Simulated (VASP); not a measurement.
These are TPSS meta-GGA, VASP's PBE PAW potentials (set 64) (plane waves; VASP) values and carry that method's errors.

VASP input:

**INCAR**
```
LMIXTAU=.True.
EDIFF=1E-7
PREC=Accurate
ISIF=2
SYSTEM=InP
ISMEAR=0   ! Gaussian
LASPH=.True.
ALGO=Normal
LREAL=.False.
LWAVE=.False.
ENCUT=520   ! plane-wave cut-off (eV)
METAGGA=TPSS
NELM=100
LMAXMIX=4   ! l cut-off of mixed one-centre charges
LCHARG=.False.
SIGMA=0.05   ! width (eV)
```

### KPOINTS
```
Automatic mesh
0
Gamma
  8 8 8
```

**POSCAR**
```
InP
1
    0.0000000000     2.9426917528     2.9426917528
    2.9426917528     0.0000000000     2.9426917528
    2.9426917528     2.9426917528     0.0000000000
In P
1 1
Direct
  0.0000000000   0.0000000000   0.0000000000
  0.2500000000   0.2500000000   0.2500000000
```

POTCAR, in this order: In_d P (PBE.64 set). Program: vasp_std.

Output of the run:

File OSZICAR:
```
       N       E                     dE             d eps       ncg     rms          rms(c)
DAV:   1     0.176167362743E+03    0.17617E+03   -0.98365E+04   754   0.327E+05
DAV:   2    -0.150542093687E+02   -0.19122E+03   -0.18639E+03  1126   0.404E+02
DAV:   3    -0.194258984057E+03   -0.17920E+03   -0.18355E+03  1179   0.135E+02
DAV:   4    -0.149588620158E+03    0.44670E+02   -0.12958E+03  1086   0.666E+01
DAV:   5    -0.420411527602E+03   -0.27082E+03   -0.35887E+03  1207   0.457E+01    0.136E+02
DAV:   6    -0.206294231868E+02    0.39978E+03   -0.47520E+02  1022   0.903E+01    0.495E+01
DAV:   7    -0.212311750575E+02   -0.60175E+00   -0.65028E+00   926   0.147E+01    0.368E+01
DAV:   8    -0.208100598826E+02    0.42112E+00   -0.94512E-01   874   0.900E+00    0.153E+01
DAV:   9    -0.212273727299E+02   -0.41731E+00   -0.16757E-01   799   0.510E+00    0.114E+01
DAV:  10    -0.208701627576E+02    0.35721E+00   -0.14988E-01   809   0.530E+00    0.399E+00
DAV:  11    -0.212495706151E+02   -0.37941E+00   -0.16717E-01   769   0.577E+00    0.512E-01
DAV:  12    -0.212527072895E+02   -0.31367E-02   -0.10903E-02   944   0.117E+00    0.108E+00
DAV:  13    -0.212519656459E+02    0.74164E-03   -0.40297E-04   909   0.188E-01    0.105E+00
DAV:  14    -0.212520434953E+02   -0.77849E-04   -0.19861E-05  1110   0.440E-02    0.105E+00
DAV:  15    -0.212513474067E+02    0.69609E-03   -0.35784E-05   799   0.712E-02    0.105E+00
DAV:  16    -0.212576499910E+02   -0.63026E-02   -0.18210E-03   754   0.431E-01    0.335E-01
DAV:  17    -0.212573991618E+02    0.25083E-03   -0.23605E-03   764   0.631E-01    0.176E-01
DAV:  18    -0.212574524926E+02   -0.53331E-04   -0.62342E-05   989   0.744E-02    0.170E-01
DAV:  19    -0.212572960573E+02    0.15644E-03   -0.28323E-05   789   0.876E-02    0.147E-01
DAV:  20    -0.212573899169E+02   -0.93860E-04   -0.12179E-04   832   0.235E-01    0.979E-02
DAV:  21    -0.212573860851E+02    0.38318E-05   -0.39306E-05   834   0.117E-01    0.107E-01
DAV:  22    -0.212574091745E+02   -0.23089E-04   -0.97080E-06   764   0.418E-02    0.106E-01
DAV:  23    -0.212574098944E+02   -0.71989E-06   -0.10854E-05   774   0.436E-02    0.941E-02
DAV:  24    -0.212574382819E+02   -0.28387E-04   -0.67250E-06   764   0.323E-02    0.100E-01
DAV:  25    -0.212574387948E+02   -0.51299E-06   -0.11439E-06   819   0.174E-02    0.100E-01
DAV:  26    -0.212574391024E+02   -0.30757E-06   -0.13839E-06   779   0.170E-02    0.102E-01
DAV:  27    -0.212574398152E+02   -0.71283E-06   -0.48630E-07   809   0.747E-03    0.107E-01
DAV:  28    -0.212574399065E+02   -0.91210E-07   -0.27091E-08   692   0.987E-04
   1 F= -.21257440E+02 E0= -.21257440E+02  d E =-.481319E-14
```

### OUTCAR
```
------------------------ aborting loop because EDIFF is reached ----------------------------------------
  FORCE on cell =-STRESS in cart. coord.  units (eV):
  Direction    XX          YY          ZZ          XY          YZ          ZX
  --------------------------------------------------------------------------------------
  Total        0.5872298      0.5872298      0.5872298      0.0000000      0.0000000     -0.0000000
  in kB       18.4609642     18.4609642     18.4609642      0.0000000      0.0000000     -0.0000000
  external PRESSURE =      18.4609642 kB  Pullay stress =       0.0000000 kB
  volume of cell :       50.96
      direct lattice vectors                 reciprocal lattice vectors
     0.000000000  2.942691753  2.942691753    -0.169912462  0.169912462  0.169912462
     2.942691753  0.000000000  2.942691753     0.169912462 -0.169912462  0.169912462
     2.942691753  2.942691753  0.000000000     0.169912462  0.169912462 -0.169912462
  FREE ENERGIE OF THE ION-ELECTRON SYSTEM (eV)
  ---------------------------------------------------
  free  energy   TOTEN  =       -21.2574399065 eV

  energy  without entropy=      -21.2574399065  energy(sigma->0) =      -21.25743991
```
(Selected blocks of OUTCAR.)

### OUTCAR
```
 val. band max:        5.0210094285   @ k =   0.0000   0.0000   0.0000

 cond. band min:       5.7916764556   @ k =   0.0000   0.0000   0.0000


 Fermi energy:         5.2672790379

 k-point     1 :       0.0000    0.0000    0.0000
  band No.  band energies     occupation
      1      -9.2060      2.00000
      2      -9.2060      2.00000
      3      -9.2060      2.00000
      4      -9.0537      2.00000
      5      -9.0537      2.00000
      6      -6.6039      2.00000
      7       5.0210      2.00000
      8       5.0210      2.00000
      9       5.0210      2.00000
     10       5.7917      0.00000
     11       9.2616      0.00000
     12       9.2616      0.00000
     13       9.2616      0.00000

 k-point     2 :       0.1250    0.0000    0.0000
  band No.  band energies     occupation
      1      -9.2259      2.00000
      2      -9.1986      2.00000
      3      -9.1986      2.00000
      4      -9.0538      2.00000
      5      -9.0538      2.00000
      6      -6.4252      2.00000
      7       3.4949      2.00000
      8       4.8386      2.00000
      9       4.8386      2.00000
     10       6.7384      0.00000
     11       9.3844      0.00000
     12       9.5368      0.00000
     13       9.5368      0.00000

 k-point     3 :       0.2500    0.0000    0.0000
  band No.  band energies     occupation
      1      -9.2710      2.00000
      2      -9.1827      2.00000
      3      -9.1827      2.00000
      4      -9.0512      2.00000
      5      -9.0512      2.00000
      6      -5.9278      2.00000
      7       1.5920      2.00000
      8       4.4724      2.00000
      9       4.4724      2.00000
     10       6.9017      0.00000
     11       9.9541      0.00000
     12       9.9541      0.00000
     13      10.4234      0.00000

 k-point     4 :       0.3750    0.0000    0.0000
  band No.  band energies     occupation
      1      -9.3130      2.00000
      2      -9.1707      2.00000
      3      -9.1707      2.00000
...
```

Unless said otherwise, spin-orbit coupling is left out, though it shifts the bands of the heavy elements here.

The compound is InP in the zinc blende structure. This cell is one point of a volume scan, at 0.97 of the reference volume.
